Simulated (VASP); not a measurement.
An input for Ansatz (written as the equivalent of a VASP run, and not itself run):

Ansatz 0.2 input:
```yaml
crystal:
  lattice:
    - [0.0000000, 3.5336242, 3.5336242]
    - [3.5336242, 0.0000000, 3.5336242]
    - [3.5336242, 3.5336242, 0.0000000]
  atoms:
    - { symbol: Sr, position: [0.0000000, 0.0000000, 0.0000000] }
    - { symbol: Cl, position: [0.2500000, 0.2500000, 0.2500000] }
    - { symbol: Cl, position: [0.7500000, 0.7500000, 0.7500000] }
kpoints:
  mp_grid: { grid: [6, 6, 6] }
hamiltonian:
  xc: r2scan
  pseudopotentials: { kind: paw }
scf:
  occupations: { method: gaussian, width: 0.05 }
  max_iter: 100
output: { forces: true, stress: true, eigenvalues: true }
```

### Question
Write the VASP files for the same calculation (r2SCAN).

### Answer
Several could match; the one computed here: 
### INCAR
```
SYSTEM = SrCl2
PREC = Accurate
ENCUT = 520
EDIFF = 1E-7
NELM = 100
ALGO = Normal
LREAL = .FALSE.
LASPH = .TRUE.
ISMEAR = 0
SIGMA = 0.05
METAGGA = R2SCAN
LMIXTAU = .TRUE.
LMAXMIX = 4
LWAVE = .FALSE.
LCHARG = .FALSE.
ISIF = 2
```

KPOINTS:
```
Automatic mesh
0
Gamma
6 6 6
0 0 0
```

POSCAR:
```
SrCl2
1
    0.0000000000     3.5336242350     3.5336242350
    3.5336242350     0.0000000000     3.5336242350
    3.5336242350     3.5336242350     0.0000000000
Sr Cl
1 2
Direct
  0.0000000000   0.0000000000   0.0000000000
  0.2500000000   0.2500000000   0.2500000000
  0.7500000000   0.7500000000   0.7500000000
```

POTCAR, in this order: Sr_sv Cl (PBE.64 set). Program: vasp_std.

The two are equivalent in intent, not identical: each code has its own PAW files, so the cut-off isn't converted (ENCUT is set for VASP's; basis.ecutwfc is left out, and Ansatz then takes the one that its files recommend); Ansatz stops its SCF on the density residual and VASP on the energy change (EDIFF).

The compound is SrCl2 in the fluorite structure. This cell is one point of a volume scan, at 1.03 of the reference volume.
